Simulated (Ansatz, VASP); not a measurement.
**Cross-check of TiFe between VASP and Ansatz**

Wanted: the spread between two codes on one cell, functional and k mesh. The cell is taken from a series of runs on this material, whose earlier steps may have relaxed, scaled, displaced or heated it; both programs get it as it stands.

Main program and level: Ansatz 0.2.0; plane waves, with VASP 6.6.1 beside it; relaxation of cell and atoms at PBEsol and zone-centre phonons at PBEsol.

## (1) Set-up

It takes space group Pm-3m (No. 221, cubic). Conventional cell: a = 2.916 Å, b = 2.916 Å, c = 2.916 Å, α = 90.00°, β = 90.00°, γ = 90.00°. Nearest to Ti lie 8 Fe at 2.53 Å. Nearest to Fe lie 8 Ti at 2.53 Å. Farther neighbours are not listed.

## (2) VASP: relaxation of cell and atoms, PBEsol

The relaxed volume is the usual yardstick between codes: in a stiff, nearly cubic crystal its relative difference is about their pressure difference at one cell divided by the bulk modulus.

Lines of VASP's logs that name or quote its potential files are left out, and so is its time.

INCAR reads:

```
SYSTEM = TiFe
PREC = Accurate
ENCUT = 600
EDIFF = 1E-07
NELM = 120
ISMEAR = 1
SIGMA = 0.15
LREAL = .FALSE.
ALGO = Normal
GGA = PS
NBANDS = 16
LASPH = .TRUE.
LORBIT = 11
LWAVE = .FALSE.
LCHARG = .FALSE.
ISIF = 3
IBRION = 2
NSW = 80
EDIFFG = -0.005
GGA_COMPAT = .FALSE.
NELMIN = 4
KPAR = 2
```

POSCAR reads:

```
TiFe
1.0
    2.9163600000      0.0000000000      0.0000000000
    0.0000000000      2.9163600000      0.0000000000
    0.0000000000      0.0000000000      2.9163600000
Ti Fe
1 1
Direct
    0.5000000000      0.5000000000      0.5000000000
    0.0000000000      0.0000000000      0.0000000000
```

KPOINTS reads:

```
Automatic mesh
0
Gamma
16 16 16
0 0 0
```

Potentials, in the order of the species: Ti_sv and Fe (PBE family, release 64).

On the command line:

```bash
$ mpirun -np 2 vasp_std
```

Numbers of over 12 decimals in the logs are rounded to 6 here.

What it wrote:

```text
[banner, memory and clock lines left out]
running    2 mpi-ranks, on    1 nodes
 distrk:  each k-point on    1 cores,    2 groups
 distr:  one band on    1 cores,    1 groups

 POSCAR found type information on POSCAR TiFe
 POSCAR found :  2 types and       2 ions
|                                                                             |
|               ----> ADVICE to this user running VASP <----                  |
|                                                                             |
|     You enforced a specific xc type in the INCAR file but a different       |
|     [... a line on the potential file left out ...]
|     I HOPE YOU KNOW WHAT YOU ARE DOING!                                     |
|                                                                             |

 LDA part: xc-table for (Slater+PW92), standard interpolation
 POSCAR, INCAR and KPOINTS ok, starting setup
 FFT: planning ... GRIDC
 FFT: planning ... GRID_SOFT
 FFT: planning ... GRID
 WAVECAR not read
 entering main loop
       N       E                     dE             d eps       ncg     rms          rms(c)
DAV:   1     0.164497311835E+03    0.16450E+03   -0.11416E+04  5368   0.180E+03
DAV:   2    -0.737253991535E+01   -0.17187E+03   -0.16646E+03  5680   0.388E+02
DAV:   3    -0.203864119371E+02   -0.13014E+02   -0.12888E+02  8608   0.101E+02
DAV:   4    -0.209121074029E+02   -0.52570E+00   -0.52471E+00  6200   0.161E+01
DAV:   5    -0.209316709164E+02   -0.19564E-01   -0.19563E-01  7344   0.299E+00    0.170E+01
DAV:   6    -0.207520506729E+02    0.17962E+00   -0.26535E+01  5544   0.674E+01    0.159E+01
DAV:   7    -0.192687593748E+02    0.14833E+01   -0.24454E+01  7096   0.530E+01    0.132E+01
DAV:   8    -0.182427582586E+02    0.10260E+01   -0.44125E+00  7416   0.227E+01    0.281E+00
DAV:   9    -0.182183195344E+02    0.24439E-01   -0.12700E-01  5848   0.376E+00    0.186E+00
DAV:  10    -0.182228050951E+02   -0.44856E-02   -0.96280E-02  7320   0.340E+00    0.421E-01
DAV:  11    -0.182210364612E+02    0.17686E-02   -0.81618E-03  6184   0.106E+00    0.162E-01
DAV:  12    -0.182208942350E+02    0.14223E-03   -0.51569E-04  6528   0.207E-01    0.912E-02
DAV:  13    -0.182207990061E+02    0.95229E-04   -0.17560E-04  5768   0.132E-01    0.299E-02
DAV:  14    -0.182207940732E+02    0.49328E-05   -0.22197E-05  6560   0.395E-02    0.693E-03
DAV:  15    -0.182207945242E+02   -0.45099E-06   -0.11003E-06  5656   0.118E-02    0.152E-03
DAV:  16    -0.182207946012E+02   -0.76999E-07   -0.67144E-08  2992   0.288E-03
   1 F= -.18220795E+02 E0= -.18221170E+02  d E =-.182208E+02
 curvature:   0.00 expect dE= 0.000E+00 dE for cont linesearch  0.000E+00
 trial: gam= 0.00000 g(F)=  0.000E+00 g(S)=  0.551E-03 ort = 0.000E+00 (trialstep = 0.100E+01)
 search vector abs. value=  0.551E-03
 bond charge predicted
       N       E                     dE             d eps       ncg     rms          rms(c)
DAV:   1    -0.182303052645E+02   -0.95107E-02   -0.22791E-01  5400   0.690E+00    0.915E-01
DAV:   2    -0.182325124957E+02   -0.22072E-02   -0.11144E-01  6056   0.428E+00    0.131E+00
DAV:   3    -0.182226123482E+02    0.99001E-02   -0.88444E-02  7560   0.331E+00    0.543E-01
DAV:   4    -0.182204464179E+02    0.21659E-02   -0.71295E-03  7344   0.868E-01    0.868E-02
DAV:   5    -0.182205624071E+02   -0.11599E-03   -0.39474E-04  8008   0.117E-01    0.757E-02
DAV:   6    -0.182206646671E+02   -0.10226E-03   -0.20732E-04  8928   0.769E-02    0.458E-02
DAV:   7    -0.182206953082E+02   -0.30641E-04   -0.83700E-05  7264   0.740E-02    0.819E-03
DAV:   8    -0.182206956594E+02   -0.35124E-06   -0.13805E-05  6016   0.256E-02    0.944E-03
DAV:   9    -0.182206965048E+02   -0.84533E-06   -0.29247E-06  5576   0.161E-02    0.195E-03
DAV:  10    -0.182206964954E+02    0.93955E-08   -0.18186E-07  5336   0.324E-03
   2 F= -.18220696E+02 E0= -.18221082E+02  d E =0.981058E-04
 trial-energy change:    0.000098  1 .order    0.000098   -0.000551    0.000747
 step:   0.4245(harm=  0.4245)  dis= 0.00000  next Energy=   -18.220912 (dE=-0.117E-03)
 bond charge predicted
       N       E                     dE             d eps       ncg     rms          rms(c)
DAV:   1    -0.182241013402E+02   -0.34048E-02   -0.75703E-02  5400   0.400E+00    0.526E-01
DAV:   2    -0.182248357227E+02   -0.73438E-03   -0.37557E-02  6112   0.247E+00    0.747E-01
DAV:   3    -0.182215267222E+02    0.33090E-02   -0.29639E-02  7632   0.192E+00    0.311E-01
DAV:   4    -0.182208320523E+02    0.69467E-03   -0.23673E-03  7288   0.501E-01    0.472E-02
DAV:   5    -0.182208715740E+02   -0.39522E-04   -0.13250E-04  8304   0.752E-02    0.455E-02
DAV:   6    -0.182209002339E+02   -0.28660E-04   -0.57644E-05  9016   0.402E-02    0.265E-02
DAV:   7    -0.182209113603E+02   -0.11126E-04   -0.30533E-05  7304   0.435E-02    0.456E-03
DAV:   8    -0.182209116949E+02   -0.33457E-06   -0.57981E-06  6160   0.148E-02    0.489E-03
DAV:   9    -0.182209117491E+02   -0.54162E-07   -0.87022E-07  5400   0.837E-03
   3 F= -.18220912E+02 E0= -.18221292E+02  d E =-.117148E-03
 curvature:  -0.21 expect dE=-0.343E-07 dE for cont linesearch -0.343E-07
 trial: gam= 0.00000 g(F)=  0.406E-66 g(S)=  0.161E-06 ort =-0.943E-05 (trialstep = 0.885E+00)
 search vector abs. value=  0.162E-06
 reached required accuracy - stopping structural energy minimisation
```

From OUTCAR (step 2):

```text
ion  position               nearest neighbor table
   1  0.500  0.500  0.500-   2 2.53   2 2.53   2 2.53   2 2.53   2 2.53   2 2.53   2 2.53   2 2.53

  LATTYP: Found a simple cubic cell.
 ALAT       =     2.9163600000

 Subroutine GETGRP returns: Found 48 space group operations
 (whereof 48 operations were pure point group operations)

The static configuration has the point symmetry O_h .

 Found    165 irreducible k-points:

   k-points           NKPTS =    165   k-points in BZ     NKDIM =    165   number of bands    NBANDS=     16

   dimension x,y,z NGX =    24 NGY =   24 NGZ =   24
   dimension x,y,z NGXF=    48 NGYF=   48 NGZF=   48

   ENCUT  =  600.0 eV  44.10 Ry    6.64 a.u.   5.82  5.82  5.82*2*pi/ulx,y,z

   NELECT =      20.0000    total number of electrons

 k-points in reciprocal lattice and weights: Automatic mesh
   0.00000000  0.00000000  0.00000000       0.000
   0.06250000  0.00000000  0.00000000       0.001
   0.12500000  0.00000000  0.00000000       0.001
   0.18750000  0.00000000  0.00000000       0.001
   0.25000000  0.00000000  0.00000000       0.001
   0.31250000  0.00000000  0.00000000       0.001
   0.37500000  0.00000000  0.00000000       0.001
   0.43750000  0.00000000  0.00000000       0.001
   0.50000000  0.00000000  0.00000000       0.001
[...]
0.50000000  0.50000000  0.43750000       0.001
   0.50000000  0.50000000  0.50000000       0.000

 average (electrostatic) potential at core
       1 -71.7292       2 -40.2581

 E-fermi :   8.7905

 k-point     1 :       0.0000    0.0000    0.0000
  band No.  band energies     occupation
    ...
      6       4.8122      2.00000
      7       4.8122      2.00000
      8       7.7377      2.00000
      9       7.7377      2.00000
     10       7.7377      2.00000
     11      10.1061     -0.00000
     12      10.1061     -0.00000
     13      12.1546      0.00000
     14      12.1546      0.00000
     15      12.1546      0.00000
    ...

 k-point     2 :       0.0625    0.0000    0.0000
  band No.  band energies     occupation
    ...
      6       4.8526      2.00000
      7       4.8581      2.00000
      8       7.7314      2.00000
      9       7.7314      2.00000
     10       7.7564      2.00000
     11      10.0541     -0.00000
     12      10.1264     -0.00000
     13      12.0265      0.00000
     14      12.0265      0.00000
     15      12.1305      0.00000
    ...

 k-point     3 :       0.1250    0.0000    0.0000
  band No.  band energies     occupation
    ...
      6       4.9724      2.00000
      7       4.9872      2.00000
      8       7.7148      2.00000
      9       7.7148      2.00000
     10       7.8109      2.00000
     11       9.9010     -0.00000
     12      10.1810     -0.00000
     13      11.6904     -0.00000
     14      11.6904     -0.00000
     15      12.0607      0.00000
    ...

  Total        0.0014935      0.0014935      0.0014935      0.0000000      0.0000000     -0.0000000
  in kB        0.0967303      0.0967303      0.0967303      0.0000000      0.0000000     -0.0000000
  external PRESSURE =       0.0967303 kB  Pullay stress =       0.0000000 kB

  energy-cutoff  :      600.00
  volume of cell :       24.74
      direct lattice vectors                 reciprocal lattice vectors
     2.913754016  0.000000000  0.000000000     0.343199870 -0.000000000  0.000000000
     0.000000000  2.913754016 -0.000000000    -0.000000000  0.343199870  0.000000000
    -0.000000000 -0.000000000  2.913754016    -0.000000000  0.000000000  0.343199870

 POSITION                                       TOTAL-FORCE (eV/Angst)
 -----------------------------------------------------------------------------------
      1.45688      1.45688      1.45688        -0.000000     -0.000000      0.000000
      0.00000      0.00000      0.00000         0.000000      0.000000      0.000000
 -----------------------------------------------------------------------------------
    total drift:                                0.000000      0.000000     -0.000000

  FREE ENERGIE OF THE ION-ELECTRON SYSTEM (eV)
  ---------------------------------------------------
  free  energy   TOTEN  =       -18.2209117491 eV

  energy  without entropy=      -18.2220515426  energy(sigma->0) =      -18.22129168

 reached required accuracy - stopping structural energy minimisation

 total charge
# of ion       s       p       d       tot
------------------------------------------
    1        2.276   6.220   1.939  10.435
    2        0.530   0.517   6.413   7.461
--------------------------------------------------
tot          2.806   6.737   8.352  17.896

[... 3 further parts left out ...]
```

CONTCAR:

```
TiFe
   1.00000000000000
     2.9137540157132857    0.0000000000000000    0.0000000000000000
     0.0000000000000000    2.9137540157132857   -0.0000000000000000
    -0.0000000000000000   -0.0000000000000000    2.9137540157132857
  Ti              Fe
     1     1
Direct
     0.5000000000000000    0.5000000000000000    0.5000000000000000
     0.0000000000000000    0.0000000000000000    0.0000000000000000
```

This run has no spin polarisation, so a moment on Fe, if there is one, isn't seen. The run keeps the 48 symmetry operations of its start, so it cannot find a distortion of lower symmetry.

## (3) Ansatz: relaxation of cell and atoms, PBEsol

Ansatz runs on its default PAW (the set named soft_2) files.

The same cell, functional, mesh and smearing now go to Ansatz, which takes its cutoff from its data sets.

input.yaml reads:

```yaml
crystal:
  lattice:
    - [2.9163601814, 0.0, 0.0]
    - [0.0, 2.9163601814, 0.0]
    - [0.0, 0.0, 2.9163601814]
  atoms:
    - { symbol: Ti, position: [0.5, 0.5, 0.5] }
    - { symbol: Fe, position: [0.0, 0.0, 0.0] }
kpoints:
  mp_grid: { grid: [16, 16, 16] }
hamiltonian:
  xc: pbesol
scf:
  occupations: { method: methfessel_paxton, width: 0.15 }
output:
  forces: true
  stress: true
  eigenvalues: true
relax:
  adjacent_minimum: "off"
  f_tol: 0.001
  max_steps: 60
  cell: { stress_tol: 0.01 }
```

On the command line:

```bash
$ ansatz run input.yaml --threads 4 --pin off --max-ram 7168MiB --backend cpu --events-out ev --progress --plain --runs-dir out
```

What it wrote:

```text
Engine: ansatz 0.2.0, aarch64-unknown-linux-gnu
Pseudopotentials: kind: paw
Pseudopotential: Ti, paw, valence charge 12, recommended cutoff 420 eV (normal), Ti.paw.azcp
Pseudopotential: Fe, paw, valence charge 16, recommended cutoff 420 eV (normal), Fe.paw.azcp
Functional definition: PBEsol
  exchange = pbesol_x
  correlation = pbesol_c
Crystal: 2 atoms, lattice volume = 24.804 Å³
Basis set: ecut = 420 eV, 461 PW (Γ), exchange–correlation on 40×40×40 points (8 copies of the dense FFT grid, shifted against one another)
Bands: 18, of which v1, the nominal top of the filled ones, is band 14 counted from 1 (13 counted from 0)
Symmetry: 48 space group operations
Space group: Pm-3m (ITA 221), of the structure as read, at distance tolerance 2.9e-5 Å
k-points: 165 of 4096
Non-local potential: Ti, projectors of the file, l = 0: 3, l = 1: 2, l = 2: 3, l = 3: 1
Non-local potential: Fe, projectors of the file, l = 0: 3, l = 1: 2, l = 2: 3, l = 3: 1
PAW form: soft (Blöchl's): semilocal exchange-correlation on the pseudo side does not see the compensation charge
PAW frozen core: Ti, regenerated for the run's functional, and the local potential with it (the file was generated under x = pbe(κ = 0.804, μ = 0.219515), c = pbe(β = 0.066725))
PAW frozen core: Fe, regenerated for the run's functional, and the local potential with it (the file was generated under x = pbe(κ = 0.804, μ = 0.219515), c = pbe(β = 0.066725))
PAW one-centre angular grid: Ti, 590 points (default); XC on 64 Gauss nodes
PAW one-centre angular grid: Fe, 590 points (default); XC on 64 Gauss nodes
Initial density: superposition of atomic densities (neutral atoms: chi_scale 0, normalization atom), corrected by the library's trained network
Initial wavefunctions: pseudopotential atomic-orbital guess
Functional: x = pbesol(κ = 0.804, μ = 0.123457), c = pbesol(β = 0.046)
SCF iter   1: F=—  HF=-6923.705623 eV  |F-HF|=—  |Δ(HF+E_count)|=         —  Δρ=2.19e-2  dr2=9.55e-2  ethr=1.77e-3  ⟨swp⟩=3.6  Hψ=10766  notcnv=0
preconditioner: auto → none  [metal: Δε(μ)=0.004 eV  Ē_g=3.907 eV  σ=0.150 eV  W_gap=0.02  n_scr=6 (ndim 8)  ℏωp=25.8 eV  f_vac=0.000  D(μ)=0.42/eV (n_scr^D=0)  sad-step TF]
SCF iter   2: F=—  HF=-6923.698265 eV  |F-HF|=—  |Δ(HF+E_count)|=   7.36e-3  S|Δr|=    0.00e0  Δρ=8.36e-3  dr2=1.60e-2  ethr=3.41e-4  ⟨swp⟩=2.0  Hψ=4838  notcnv=0
SCF iter   3: F=—  HF=-6923.697282 eV  |F-HF|=—  |Δ(HF+E_count)|=   9.83e-4  S|Δr|=    0.00e0  Δρ=1.53e-3  dr2=4.90e-4  ethr=5.71e-5  ⟨swp⟩=1.0  Hψ=2970  notcnv=0
SCF iter   4: F=—  HF=-6923.697254 eV  |F-HF|=—  |Δ(HF+E_count)|=   2.78e-5  S|Δr|=    0.00e0  Δρ=2.68e-4  dr2=9.78e-6  ethr=1.75e-6  ⟨swp⟩=2.1  Hψ=3387  notcnv=0
SCF iter   5: F=—  HF=-6923.697253 eV  |F-HF|=—  |Δ(HF+E_count)|=   8.77e-7  S|Δr|=    0.00e0  Δρ=2.30e-5  dr2=9.57e-8  ethr=3.57e-10  ⟨swp⟩=4.6  Hψ=14281  notcnv=0
SCF iter   6: F=-6923.697253 eV  HF=-6923.697253 eV  |F-HF|=8.22e-10  |Δ(HF+E_count)|=   1.24e-8  S|Δr|=    0.00e0  Δρ=2.32e-6  dr2=6.74e-10  ethr=3.42e-10  ⟨swp⟩=2.1  Hψ=9814  notcnv=0
SCF 1 converged in 6 iterations: F = -6923.697253 eV  dr2 = 6.74e-10
  greatest PAW one-centre occupation: 1.000 electrons in one spin orbital (limit 2), on the Fe atom at site 1 (counted from 0), in its partial waves of l = 0
relax step   1: F+E_penalty+E_count = -6923.69725300 eV  Δ(F+E_penalty+E_count) = +0.000e0 eV  max|allowed force component| = 1.492e-29 eV/Å  Δτ_max = 0.0000 Å  P = -0.065 GPa  Ω = 24.804 Å³  (6 SCF iters, dr2 threshold 1.00e-7 eV, accepted)
[...]
relax step   2: F+E_penalty+E_count = -6923.69725709 eV  Δ(F+E_penalty+E_count) = -4.093e-6 eV  max|allowed force component| = 3.701e-29 eV/Å  Δτ_max = 0.0000 Å  P = -0.006 GPa  Ω = 24.797 Å³  energy of the carried Pulay correction = +2.583e-6 eV  (4 SCF iters, dr2 threshold 1.04e-8 eV, accepted)
[...]
relax step   3: F+E_penalty+E_count = -6923.69725709 eV  Δ(F+E_penalty+E_count) = -2.365e-11 eV  max|allowed force component| = 1.104e-29 eV/Å  Δτ_max = 0.0000 Å  P = -0.006 GPa  Ω = 24.797 Å³  stress off target by 6.40e-3 GPa  SCF on the basis re-selected at this cell (its energy is not comparable with the rows above)  (5 SCF iters)
basis re-selected at this cell: Δ(F+E_penalty+E_count) = -2.365e-11 eV, ΔP = -0.000 GPa vs the last step (what re-selecting the basis moved, of the pressure what is left beyond the Pulay correction that the steps carried, after the strain that the cell walked since its last selection, with what the two solves' SCF thresholds leave and, on support functions, any second-order correction that the steps lacked; it is no  [...]
SCF converged after 5 iterations
Stability not checked: this state was not tested for a lower state beside it, because cold or Methfessel-Paxton smearing, or corrected tetrahedra, fill the levels in a way that the test cannot read (fill_not_monotonic; see scf.lower_state_search)
Free energy (F): -6923.697257 eV
Harris-Foulkes:  -6923.697257 eV  (|F-HF|=1.82e-12)
Internal energy: -6923.698290 eV  (E = F + TS)
E sigma→0 (E₀):  -6923.697515 eV
Entropy (-TS):   0.001033 eV (0.517 meV/atom)
Fermi energy:    18.132020 eV
--- Per-component energies (eV) ---
  E_band       = -321.446889
  E_kinetic    = 632.384033
  E_local      = -2855.237444  (includes V_loc(G=0)·N_el)
  E_nonlocal   = 223.392366
  E_hartree    = 1210.759621
  E_xc         = -216.987758
  E_vxc        = -277.158339  (∫ρ·V_xc dr)
  E_paw        = -2355.905284  (= ΣΔE_a)
  E_vpaw       = -466.347685  (= ΣTr[D̂ρ^β])
  E_aug_tail   = 0.000935  (compensation charges beyond the density's cutoff)
  E_ewald      = -3562.423345
  E_core_change = 0.318586  (= ΣΔE_core)
  E_smearing   = 0.001033  (= −TS)
  E_closure    = 0.000000  (closes the sum)
  Σ components = -6923.697257   (vs F -6923.697257, Δ=0.00e0)
--- Forces (eV/Å), atoms counted from 1 ---
  atom   1  Ti     0.00000000    -0.00000000    -0.00000000
  atom   2  Fe    -0.00000000     0.00000000     0.00000000
  max |Σ_I F_I| component: 2.21e-29 eV/Å
--- Stress (GPa, compression-positive) ---
       -0.006404       0.000000       0.000000
        0.000000      -0.006404       0.000000
        0.000000       0.000000      -0.006404
  P = ⅓ Tr σ = -0.0064 GPa (-0.064 kbar)
--- Band table (eV; the first three rows and the last of 165) ---
  k-point 0: bands = [... 10 lower, 14.1449, 17.0802, 17.0802, 17.0802, 19.4591, 19.4591, 21.5112, 21.5112]
  k-point 1: bands = [... 10 lower, 14.1905, 17.0738, 17.0738, 17.0990, 19.4066, 19.4795, 21.3810, 21.3810]
  k-point 2: bands = [... 10 lower, 14.3192, 17.0570, 17.0570, 17.1538, 19.2516, 19.5342, 21.0405, 21.0405]
  k-point 164: bands = [... 10 lower, 15.9250, 16.1058, 16.1058, 16.1058, 18.2090, 18.2090, 21.8319, 21.8319]
--- Relaxed structure (2 steps of the walk, 2 accepted, 1 SCFs on fresh bases) ---
  F+E_penalty+E_count = -6923.69725709 eV   max|allowed force component| = 1.104e-29 eV/Å   (the final SCF, on the basis selected at the relaxed cell)
  cell:  # Å, volume = 24.7973 Å³
    - [2.916092, 0.0, 0.0]
    - [0.0, 2.916092, 0.0]
    - [0.0, 0.0, 2.916092]
  atoms:
    - { symbol: Ti, position: [0.5, 0.5, 0.5] }
    - { symbol: Fe, position: [0.0, 0, 0] }
```

## (4) Comparison

Known differences besides the potentials themselves: the data sets hold 28 valence electrons in Ansatz (on its default PAW (the set named soft_2) files) and 20 in VASP; the cutoff is 420 eV in Ansatz and 600 eV in VASP; Ansatz makes its cores anew for this functional, VASP keeps those of its PBE data sets; Ansatz adds a Pulay correction to the stress that steers its cell, VASP none. Total energies have different zeros and are not compared.

The two programs side by side:

| quantity | Ansatz | VASP | difference |
| --- | --- | --- | --- |
| volume (Å³) | 24.80 | 24.74 | +0.24 % |
| edge a after relaxation, in the typed setting (Å) | 2.916 | 2.914 | +0.08 % |

(Part 1 of 2 ends here.)

[Lines on the potential files, build, host, timing and source positions are cut from VASP's logs without a mark.]

[Logs are printed without paths, hosts, clocks, repeated set-up lines and the standing remarks that a program may print on its own settings, such as how far it seeks lower states.]

[Hosts, paths, dates, database ids (printed as entryN), source tags and the programs' standing remarks are cut or masked in the printed files.]
